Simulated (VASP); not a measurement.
# ZrN (relaxed from the wurtzite structure, space group P6_3mc): computed properties

The numbers are results of PBEsol GGA, VASP's PBE PAW potentials (set 64) (plane waves; VASP), not measurements.

For ZrN, the space group is P6_3mc (186), the cell is a = 3.526 Å, b = 3.526 Å, c = 5.539 Å, α = 90.00°, β = 90.00°, γ = 120.00° and the volume per atom is 14.91 Å³/atom. The band gap (over mesh and band path) is none (metal, semimetal or under 0.01 eV) and the density is 5.86 g/cm³.

```
ZrN
1.0
    3.52631     0.00000     0.00000
   -1.76315     3.05387     0.00000
    0.00000     0.00000     5.53935
Zr N
2 2
Direct
  0.33333   0.66667   0.99697
  0.66667   0.33333   0.49697
  0.33333   0.66667   0.37803
  0.66667   0.33333   0.87803
```

The structure was generated: ZrN was put into the wurtzite type (P6_3mc), which need not be its known phase. It was relaxed first, which changed the volume by -35 %. Symmetry was kept, so distortions that lower it aren't found.
